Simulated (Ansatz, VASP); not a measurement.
# C: VASP beside Ansatz, part 3 of 3

One calculation is typed for both programs; each brings its own data sets. How far apart do they land? Of the first pair: The structure shown is the end of the Ansatz relaxation below.

VASP 6.6.1 and Ansatz 0.2.0.

So far. Step 6 (VASP: single point, PBEsol with D3(BJ), relaxed cell …): The run ends at a pressure of 0.27 GPa, with forces up to 7.0e-4 eV/Å.

## Step 8: Ansatz: relaxation, PBEsol with D3(BJ)

Level of this step: Ansatz beside VASP: Kohn-Sham DFT, plane waves, PBEsol with D3(BJ) (Ansatz).

The two programs are compared at the cell with which this relaxation starts, whose forces are those of its first step. This pair takes another cell of the material, with 12 atoms against 14 for the pair before.

The structure compared here is the start of the Ansatz relaxation; VASP solves that cell, so the two are compared at the walk's first step.

Input file input.yaml:

```yaml
crystal:
  lattice:
    - [2.46, 0.0, 0.0]
    - [-1.23, 2.13042, 0.0]
    - [0.0, 0.0, 32.75]
  atoms:
    - { symbol: C, position: [0.0, 0.0, 0.244275] }
    - { symbol: C, position: [0.333333, 0.666667, 0.244275] }
    - { symbol: C, position: [0.0, 0.0, 0.346565] }
    - { symbol: C, position: [0.666667, 0.333333, 0.346565] }
    - { symbol: C, position: [0.0, 0.0, 0.448855] }
    - { symbol: C, position: [0.333333, 0.666667, 0.448855] }
    - { symbol: C, position: [0.0, 0.0, 0.551145] }
    - { symbol: C, position: [0.666667, 0.333333, 0.551145] }
    - { symbol: C, position: [0.0, 0.0, 0.653435] }
    - { symbol: C, position: [0.333333, 0.666667, 0.653435] }
    - { symbol: C, position: [0.0, 0.0, 0.755725] }
    - { symbol: C, position: [0.666667, 0.333333, 0.755725] }
  periodic: [true, true, false]
kpoints:
  mp_grid: { grid: [18, 18, 1] }
hamiltonian:
  xc: pbesol
  dispersion: d3bj
  pseudopotentials: { kind: paw, azcp: { folder: soft_1 }, xc_functional: pbe }
scf:
  occupations: { method: methfessel_paxton, width: 0.2 }
output:
  forces: true
  stress: true
  eigenvalues: true
relax:
  adjacent_minimum: "off"
  f_tol: 0.004
  max_steps: 80
  cell: { stress_2d_tol: 0.01 }
```

Started as:

```console
> ansatz run input.yaml --threads 8 --pin off --max-ram 20480MiB --backend cpu --events-out ev --progress --plain --runs-dir out
```

Numbers of over 12 decimals in the logs are rounded to 6 here.

The program printed:

```text
[...]
- { symbol: C, position: [0.666667, 0.333333, 0.199649] }
    - { symbol: C, position: [0, 0, 0.257117] }
    - { symbol: C, position: [0.333333, 0.666667, 0.257115] }
    - { symbol: C, position: [0, 0, 0.314436] }
    - { symbol: C, position: [0.666667, 0.333333, 0.314438] }
    - { symbol: C, position: [0, 0, 0.371906] }
    - { symbol: C, position: [0.333333, 0.666667, 0.371904] }
    - { symbol: C, position: [0, 0, 0.429644] }
    - { symbol: C, position: [0.666667, 0.333333, 0.429654] }
[key lines of the parts left out:]
SCF converged after 9 iterations
Free energy (F): -2961.465211 eV
Fermi energy:    -4.347195 eV
P = ½ c Tr σ = 0.0017 N/m
```

## Step 9: VASP: single point, PBEsol with D3(BJ), start cell, pair 3

The same cell, functional, mesh and smearing now go to VASP, with its own data sets.

Input file INCAR:

```
SYSTEM = C
PREC = Accurate
ENCUT = 520
EDIFF = 1E-06
NELM = 120
ISMEAR = 1
SIGMA = 0.2
LREAL = .FALSE.
ALGO = Normal
GGA = PS
IVDW = 12
NBANDS = 36
LORBIT = 11
LWAVE = .FALSE.
LCHARG = .FALSE.
ISIF = 2
LDIPOL = .TRUE.
IDIPOL = 3
DIPOL = 0.5 0.5 0.286
LVHAR = .TRUE.
LASPH = .TRUE.
GGA_COMPAT = .FALSE.
NELMDL = -8
KPAR = 4
```

Input file POSCAR:

```
C
1.0
    2.4599990000      0.0000000000      0.0000000000
   -1.2299990000      2.1304210000      0.0000000000
    0.0000000000      0.0000000000     57.2999750000
C
12
Direct
    0.0000000000      0.0000000000      0.1396162215
    0.3333333333      0.6666666667      0.1396162215
    0.0000000000      0.0000000000      0.1980804355
    0.6666666667      0.3333333333      0.1980804355
    0.0000000000      0.0000000000      0.2565446320
    0.3333333333      0.6666666667      0.2565446320
    0.0000000000      0.0000000000      0.3150088460
    0.6666666667      0.3333333333      0.3150088460
    0.0000000000      0.0000000000      0.3734730425
    0.3333333333      0.6666666667      0.3734730425
    0.0000000000      0.0000000000      0.4319372565
    0.6666666667      0.3333333333      0.4319372565
```

Input file KPOINTS:

```
Automatic mesh
0
Gamma
18 18 1
0 0 0
```

PAW data sets: C (PBE family, release 64).

Started as:

```console
> mpirun -np 4 vasp_std
```

The program printed:

```text
[banner, memory and clock lines left out]
running    4 mpi-ranks, on    1 nodes
[...]
[... a notice as in an earlier step ...]

 LDA part: xc-table for (Slater+PW92), standard interpolation
 [... a notice as in an earlier step ...]

 POSCAR, INCAR and KPOINTS ok, starting setup
[...]
entering main loop
       N       E                     dE             d eps       ncg     rms          rms(c)
DAV:   1     0.364064527838E+03    0.36406E+03   -0.20228E+04  2776   0.107E+03
DAV:   2    -0.774043981968E+02   -0.44147E+03   -0.41023E+03  3776   0.265E+02
DAV:   3    -0.121739951299E+03   -0.44336E+02   -0.43974E+02  3292   0.877E+01
DAV:   4    -0.122876389381E+03   -0.11364E+01   -0.11325E+01  3504   0.174E+01
[...]
DAV:  24    -0.115710347094E+03   -0.19968E-05   -0.30236E-08  2152   0.576E-04    0.153E-04
DAV:  25    -0.115710348560E+03   -0.14662E-05   -0.72089E-09  2012   0.360E-04    0.175E-04
DAV:  26    -0.115710349067E+03   -0.50696E-06   -0.16670E-09  1976   0.204E-04
   1 F= -.11689451E+03 E0= -.11689387E+03  d E =-.191823E-02
```

OUTCAR, selected parts (step 9):

```text
 Edisp (eV)   -1.18416

  Total       0.10357     0.10357    -0.32663     0.00000     0.00000     0.00000
  in kB       0.55255     0.55255    -1.74267     0.00000     0.00000     0.00000
  external pressure =       -0.21 kB  Pullay stress =        0.00 kB

 POSITION                                       TOTAL-FORCE (eV/Angst)
 -----------------------------------------------------------------------------------
      0.00000      0.00000      8.00001         0.000000     -0.000000      0.014414
      0.00000      1.42028      8.00001         0.000000     -0.000000     -0.002736
      0.00000      0.00000     11.35000        -0.000000      0.000000      0.001053
      1.23000      0.71014     11.35000         0.000000      0.000000      0.004453
      0.00000      0.00000     14.70000         0.000000      0.000000      0.002697
      0.00000      1.42028     14.70000        -0.000000      0.000000     -0.000103
      0.00000      0.00000     18.05000         0.000000      0.000000     -0.002697
      1.23000      0.71014     18.05000         0.000000      0.000000      0.000103
      0.00000      0.00000     21.40000        -0.000000     -0.000000     -0.001053
      0.00000      1.42028     21.40000        -0.000000      0.000000     -0.004453
      0.00000      0.00000     24.74999        -0.000000      0.000000     -0.014414
      1.23000      0.71014     24.74999        -0.000000     -0.000000      0.002736
 -----------------------------------------------------------------------------------
    total drift:                               -0.000000     -0.000000     -0.000023

  FREE ENERGIE OF THE ION-ELECTRON SYSTEM (eV)
  ---------------------------------------------------
  free  energy   TOTEN  =      -116.8945131715 eV

  energy  without entropy=     -116.8925949368  energy(sigma->0) =     -116.89387376

[... 1 part as in an earlier step ...]

[... 2 further parts left out ...]
[key lines of the parts left out:]
E-fermi :  -1.1901
```

The run ends at a pressure of -0.02 GPa, with forces up to 0.014 eV/Å.

## Step 10: Differences

What differs besides the data sets and the points named for the pairs above, as far as they apply: Ansatz takes its cutoff from its data sets, VASP runs at 520 eV. Total energies have different zeros and are not compared.

With vacuum in the cell, a pressure given here is an average over mostly empty space and none of the material.

## Step 11: Results

```yaml
r_m_s_force_difference_single_point_pbesol_with_d3_bj_relaxed_cell_pair_1: 0.2 meV/Å
r_m_s_force_difference_single_point_pbesol_with_d3_bj_relaxed_cell_pair_2: 0.16 meV/Å
r_m_s_force_difference_single_point_pbesol_with_d3_bj_start_cell_pair_3: 0.17 meV/Å
```

The r.m.s. force difference is 0.2 meV/Å (single point, PBEsol with D3(BJ), relaxed cell, pair 1), within the 12 meV/Å picked in this series as the mark of a large difference. 3 further runs of this series are not shown here. How closely two codes agree says nothing of how well the functional describes the real material.

[Lines on the potential files, build, host, timing and source positions are cut from VASP's logs without a mark.]

[Logs are printed without paths, hosts, clocks, repeated set-up lines and the standing remarks that a program may print on its own settings, such as how far it seeks lower states.]

[Hosts, paths, dates, database ids (printed as entryN), source tags and the programs' standing remarks are cut or masked in the printed files.]
